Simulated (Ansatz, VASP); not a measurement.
# W2CS2: VASP beside Ansatz

Wanted: the spread between two codes on one cell, functional and k mesh. Of the first pair: The structure shown is the start of the Ansatz relaxation below; VASP solves that cell, so the two are compared at the walk's first step.

Method: plane waves, with VASP 6.6.1 beside it; PBE, in Ansatz 0.2.0.

## 1. The structure

The cell holds 20 atoms: 8 S, 8 W and 4 C. Its edges and angles: a = 5.860 Å, b = 5.860 Å, c = 20.400 Å, α = 90.0°, β = 90.0°, γ = 120.0°. It derives from W2C1. Kind MXene sheet; termination S; lattice typed, then relaxed in the plane. Vacuum lies along c.

## 2. Ansatz: relaxation, PBE

Ansatz runs on its default PAW (the set named soft_2) files.

The two programs are compared at the cell with which this relaxation starts, whose forces are those of its first step.

The input, input.yaml:

```yaml
crystal:
  lattice:
    - [5.86, 0.0, 0.0]
    - [-2.93, 5.0749088662, 0.0]
    - [0.0, 0.0, 20.4]
  atoms:
    - { symbol: S, position: [0.0, 0.0, 0.632352941] }
    - { symbol: S, position: [1.0, 0.5, 0.632352941] }
    - { symbol: S, position: [0.5, 0.0, 0.632352941] }
    - { symbol: S, position: [0.5, 0.5, 0.632352941] }
    - { symbol: W, position: [0.333333333, 0.666666667, 0.558823529] }
    - { symbol: W, position: [0.333333333, 0.166666667, 0.558823529] }
    - { symbol: W, position: [0.833333333, 0.666666667, 0.558823529] }
    - { symbol: W, position: [0.833333333, 0.166666667, 0.558823529] }
    - { symbol: C, position: [0.166666667, 0.333333333, 0.5] }
    - { symbol: C, position: [0.166666667, 0.833333333, 0.5] }
    - { symbol: C, position: [0.666666667, 0.333333333, 0.5] }
    - { symbol: C, position: [0.666666667, 0.833333333, 0.5] }
    - { symbol: W, position: [0.0, 0.0, 0.441176471] }
    - { symbol: W, position: [1.0, 0.5, 0.441176471] }
    - { symbol: W, position: [0.5, 0.0, 0.441176471] }
    - { symbol: W, position: [0.5, 0.5, 0.441176471] }
    - { symbol: S, position: [0.333333333, 0.666666667, 0.367647059] }
    - { symbol: S, position: [0.333333333, 0.166666667, 0.367647059] }
    - { symbol: S, position: [0.833333333, 0.666666667, 0.367647059] }
    - { symbol: S, position: [0.833333333, 0.166666667, 0.367647059] }
kpoints:
  mp_grid: { grid: [6, 6, 1] }
scf:
  occupations: { method: fermi_dirac, width: 0.05 }
  n_extra_bands: 16
hamiltonian:
  xc: pbe
  pseudopotentials: { kind: paw }
output:
  forces: true
  write_potential: true
  volumetric_format: []
relax:
  f_tol: 0.03
  max_steps: 45
  cell: { fix: [c, alpha, beta] }
```

The run is started by

```
$ ansatz run input.yaml --threads 4 --pin off --max-ram 14336MiB --backend cpu --events-out ev --progress --plain --runs-dir out
```

Numbers of over 12 decimals in the logs are rounded to 6 here.

What it wrote:

```text
scf.n_extra_bands = 16 over 88 filled bands (N_el = 176.0): the run solves 104 bands
Engine: ansatz 0.2.0, aarch64-unknown-linux-gnu
Pseudopotentials: kind: paw
Pseudopotential: S, paw, valence charge 6, recommended cutoff 420 eV (normal), S.paw.azcp
Pseudopotential: W, paw, valence charge 14, recommended cutoff 420 eV (normal), W.paw.azcp
Pseudopotential: C, paw, valence charge 4, recommended cutoff 420 eV (normal), C.paw.azcp
Functional definition: PBE
  parameter kappa = 0.804
  parameter beta = 0.066725
  exchange = pbe_x(kappa = kappa, mu = beta*pi^2/3)
  correlation = pbe_c(beta = beta)
Crystal: 20 atoms, lattice volume = 606.675 Å³
Basis set: ecut = 420 eV, 11829 PW (Γ), exchange–correlation on 80×80×288 points (8 copies of the dense FFT grid, shifted against one another)
Bands: 104, of which v1, the nominal top of the filled ones, is band 88 counted from 1 (87 counted from 0)
Symmetry: 48 space group operations
Space group: P-3m1 (ITA 164), of the structure as read, at distance tolerance 8.5e-5 Å
k-points: 7 of 36
Non-local potential: S, projectors of the file, l = 0: 2, l = 1: 2, l = 2: 2
Non-local potential: W, projectors of the file, l = 0: 3, l = 1: 2, l = 2: 2, l = 3: 1
Non-local potential: C, projectors of the file, l = 0: 2, l = 1: 2, l = 2: 1
PAW form: soft (Blöchl's): semilocal exchange-correlation on the pseudo side does not see the compensation charge
PAW one-centre angular grid: S, 110 points (default); XC on 64 Gauss nodes
PAW one-centre angular grid: W, 590 points (default); XC on 64 Gauss nodes
PAW one-centre angular grid: C, 110 points (default); XC on 64 Gauss nodes
Initial density: superposition of atomic densities (neutral atoms: chi_scale 0, normalization atom), corrected by the library's trained network
Initial wavefunctions: pseudopotential atomic-orbital guess
Functional: x = pbe(κ = 0.804, μ = 0.219515), c = pbe(β = 0.066725)
SCF iter   1: F=—  HF=-91293.754252 eV  |F-HF|=—  |Δ(HF+E_count)|=         —  Δρ=7.95e-3  dr2=2.43e0  ethr=1.77e-3  ⟨swp⟩=9.0  Hψ=3847  notcnv=0  defer=7
preconditioner: auto → LDOS  [insulator: Δε(μ)=0.160 eV  Ē_g=8.862 eV  σ=0.050 eV  W_gap=0.63  n_scr=98 (ndim 8)  ℏωp=16.0 eV  f_vac=0.572  D(μ)=4.81/eV (n_scr^D=6)  ε∞_Penn≈4.2  β→1.0]
SCF iter   2: F=—  HF=-91294.214454 eV  |F-HF|=—  |Δ(HF+E_count)|=   4.60e-1  Δρ=1.18e-2  dr2=6.66e0  ethr=1.38e-3  ⟨swp⟩=5.3  Hψ=2141  notcnv=0  defer=29  recentre
SCF iter   3: F=—  HF=-91293.428137 eV  |F-HF|=—  |Δ(HF+E_count)|=   7.86e-1  Δρ=1.56e-3  dr2=6.71e-2  ethr=1.38e-3  ⟨swp⟩=4.0  Hψ=1341  notcnv=0  defer=29
SCF iter   4: F=—  HF=-91293.437266 eV  |F-HF|=—  |Δ(HF+E_count)|=   9.13e-3  Δρ=7.48e-4  dr2=5.33e-3  ethr=3.81e-5  ⟨swp⟩=2.6  Hψ=1355  notcnv=0  defer=29
SCF iter   5: F=—  HF=-91293.435653 eV  |F-HF|=—  |Δ(HF+E_count)|=   1.61e-3  Δρ=2.73e-4  dr2=7.94e-4  ethr=3.03e-6  ⟨swp⟩=3.1  Hψ=1554  notcnv=0  defer=29
SCF iter   6: F=—  HF=-91293.435520 eV  |F-HF|=—  |Δ(HF+E_count)|=   1.33e-4  Δρ=7.56e-5  dr2=3.80e-5  ethr=4.51e-7  ⟨swp⟩=3.1  Hψ=1525  notcnv=0  defer=29
SCF iter   7: F=—  HF=-91293.436260 eV  |F-HF|=—  |Δ(HF+E_count)|=   7.41e-4  Δρ=2.26e-5  dr2=1.05e-5  ethr=2.16e-8  ⟨swp⟩=2.6  Hψ=1419  notcnv=0  defer=29
SCF iter   8: F=—  HF=-91293.436260 eV  |F-HF|=—  |Δ(HF+E_count)|=   6.67e-7  Δρ=6.75e-6  dr2=3.88e-7  ethr=5.98e-9  ⟨swp⟩=3.3  Hψ=1407  notcnv=0  defer=29
SCF iter   9: F=-91293.436260 eV  HF=-91293.436260 eV  |F-HF|=1.16e-8  |Δ(HF+E_count)|=   1.01e-8  Δρ=1.38e-6  dr2=2.23e-8  ethr=5.68e-11  ⟨swp⟩=13.1  Hψ=7048  notcnv=0
SCF 1 converged in 9 iterations: F = -91293.436260 eV  dr2 = 2.23e-8
  greatest PAW one-centre occupation: 0.999 electrons in one spin orbital (limit 2), on the W atom at site 15 (counted from 0), in its partial waves of l = 0
relax step   1: F+E_penalty+E_count = -91293.43625963 eV  Δ(F+E_penalty+E_count) = +0.000e0 eV  max|allowed force component| = 5.385e0 eV/Å  Δτ_max = 0.0000 Å  P = +26.373 GPa  Ω = 606.675 Å³  fix = [c, alpha, beta]  reactions: c +27.711 GPa  (9 SCF iters, dr2 threshold 1.00e-7 eV, accepted)
Crystal: 20 atoms, lattice volume = 668.713 Å³
Basis set: ecut = 420 eV, 13095 PW (Γ), exchange–correlation on 80×80×288 points (8 copies of the dense FFT grid, shifted against one another)
Initial density: handed on by an earlier stage of this run
Initial wavefunctions: those handed on with the density
SCF iter   1: F=—  HF=-91303.038430 eV  |F-HF|=—  |Δ(HF+E_count)|=         —  Δρ=1.53e-2  dr2=5.61e0  ethr=3.10e-3  ⟨swp⟩=12.1  Hψ=3334  notcnv=0  defer=7
preconditioner: auto → LDOS  [insulator: Δε(μ)=0.137 eV  Ē_g=7.977 eV  σ=0.050 eV  W_gap=0.51  n_scr=110 (ndim 8)  ℏωp=15.2 eV  f_vac=0.560  D(μ)=7.48/eV (n_scr^D=38)  ε∞_Penn≈4.6  β→1.0]
SCF iter   2: F=—  HF=-91302.958634 eV  |F-HF|=—  |Δ(HF+E_count)|=   7.98e-2  Δρ=1.19e-2  dr2=5.26e0  ethr=3.10e-3  ⟨swp⟩=5.1  Hψ=1498  notcnv=0  defer=23
[...]
SCF converged after 5 iterations
Free energy (F): -91304.750026 eV
Harris-Foulkes:  -91304.750026 eV  (|F-HF|=1.58e-8)
Internal energy: -91304.679932 eV  (E = F + TS)
E sigma→0 (E₀):  -91304.714979 eV
Entropy (-TS):   -0.070094 eV (-3.505 meV/atom)
Fermi energy:    2.675623 eV
--- Per-component energies (eV) ---
  E_band       = -3319.430309
  E_kinetic    = 4820.094589
  E_local      = -136979.899391  (includes V_loc(G=0)·N_el)
  E_nonlocal   = 335.215594
  E_hartree    = 66211.037475
  E_xc         = -3107.717010
  E_vxc        = -2852.243356  (∫ρ·V_xc dr)
  E_paw        = -73697.201738  (= ΣΔE_a)
  E_vpaw       = -1064.673380  (= ΣTr[D̂ρ^β])
  E_aug_tail   = -0.000474  (compensation charges beyond the density's cutoff)
  E_ewald      = 51113.791023
  E_smearing   = -0.070094  (= −TS)
  E_closure    = 0.000000  (closes the sum)
  Σ components = -91304.750026   (vs F -91304.750026, Δ=0.00e0)
--- Forces (eV/Å), atoms counted from 1 ---
  atom   1  S     -0.00000000    -0.00000000     0.00045336
  atom   2  S     -0.00000000    -0.00000000     0.00045336
  atom   3  S      0.00000000    -0.00000000     0.00045336
  atom   4  S      0.00000000    -0.00000000     0.00045336
  atom   5  W      0.00000000    -0.00000000     0.00373479
  atom   6  W     -0.00000000    -0.00000000     0.00373479
  atom   7  W      0.00000000    -0.00000000     0.00373479
  atom   8  W     -0.00000000    -0.00000000     0.00373479
  atom   9  C     -0.00000000    -0.00000000     0.00000000
  atom  10  C      0.00000000    -0.00000000     0.00000000
  atom  11  C      0.00000000     0.00000000     0.00000000
  atom  12  C     -0.00000000    -0.00000000     0.00000000
  atom  13  W     -0.00000000     0.00000000    -0.00373479
  atom  14  W     -0.00000000    -0.00000000    -0.00373479
  atom  15  W     -0.00000000    -0.00000000    -0.00373479
  atom  16  W      0.00000000     0.00000000    -0.00373479
  atom  17  S      0.00000000     0.00000000    -0.00045336
  atom  18  S      0.00000000     0.00000000    -0.00045336
  atom  19  S      0.00000000     0.00000000    -0.00045336
  atom  20  S      0.00000000     0.00000000    -0.00045336
  max |Σ_I F_I| component: 1.73e-17 eV/Å
--- Stress (GPa, compression-positive) ---
       -0.003272       0.000000      -0.000000
        0.000000      -0.003272      -0.000000
       -0.000000      -0.000000       0.008696
  P = ⅓ Tr σ = 0.0007 GPa (0.007 kbar)
--- Band table (eV; the first three rows and the last of 7) ---
  k-point 0: bands = [... 84 lower, 1.9809, 1.9809, 2.9193, 2.9193, 2.9193, 3.4187, 3.4187, 3.4520, ... 12 higher]
  k-point 1: bands = [... 84 lower, 2.0322, 2.2966, 2.7369, 2.7752, 2.7752, 3.3401, 3.3401, 3.3463, ... 12 higher]
  k-point 2: bands = [... 84 lower, 2.0087, 2.2347, 2.2347, 2.3395, 2.5897, 3.0909, 3.2690, 3.2690, ... 12 higher]
  k-point 6: bands = [... 84 lower, 1.1283, 1.1283, 1.9163, 1.9163, 2.1971, 3.3823, 3.3823, 3.3823, ... 12 higher]
--- Relaxed structure (9 steps of the walk, 9 accepted, 2 SCFs on fresh bases) ---
  F+E_penalty+E_count = -91304.75002555 eV   max|allowed force component| = 3.735e-3 eV/Å   (the final SCF, on the basis selected at the relaxed cell)
  cell:  # Å, volume = 757.1141 Å³
    - [6.546366, 0.0, 0]
    - [-3.273183, 5.669319, 0]
    - [0, 0, 20.4]
  atoms:
    - { symbol: S, position: [2.868076146603662e-17, 8.326672679518789e-18, 0.631372] }
    - { symbol: S, position: [1.000000, 0.500000, 0.631372] }
    - { symbol: S, position: [0.500000, 8.326672679518789e-18, 0.631372] }
    - { symbol: S, position: [0.500000, 0.500000, 0.631372] }
    - { symbol: W, position: [0.333333, 0.666667, 0.552162] }
    - { symbol: W, position: [0.333333, 0.166667, 0.552162] }
    - { symbol: W, position: [0.833333, 0.666667, 0.552162] }
    - { symbol: W, position: [0.833333, 0.166667, 0.552162] }
    - { symbol: C, position: [0.166667, 0.333333, 0.500000] }
    - { symbol: C, position: [0.166667, 0.833333, 0.500000] }
    - { symbol: C, position: [0.666667, 0.333333, 0.500000] }
    - { symbol: C, position: [0.666667, 0.833333, 0.500000] }
    - { symbol: W, position: [2.868076146603662e-17, 8.326672679518792e-18, 0.447838] }
    - { symbol: W, position: [1.000000, 0.500000, 0.447838] }
    - { symbol: W, position: [0.500000, 8.326672679518794e-18, 0.447838] }
    - { symbol: W, position: [0.500000, 0.500000, 0.447838] }
    - { symbol: S, position: [0.333333, 0.666667, 0.368628] }
    - { symbol: S, position: [0.333333, 0.166667, 0.368628] }
    - { symbol: S, position: [0.833333, 0.666667, 0.368628] }
    - { symbol: S, position: [0.833333, 0.166667, 0.368628] }
```

[end of part 1 of 3]

[Lines on the potential files, build, host, timing and source positions are cut from VASP's logs without a mark.]

[Logs are printed without paths, hosts, clocks, repeated set-up lines and the standing remarks that a program may print on its own settings, such as how far it seeks lower states.]

[Hosts, paths, dates, database ids (printed as entryN), source tags and the programs' standing remarks are cut or masked in the printed files.]
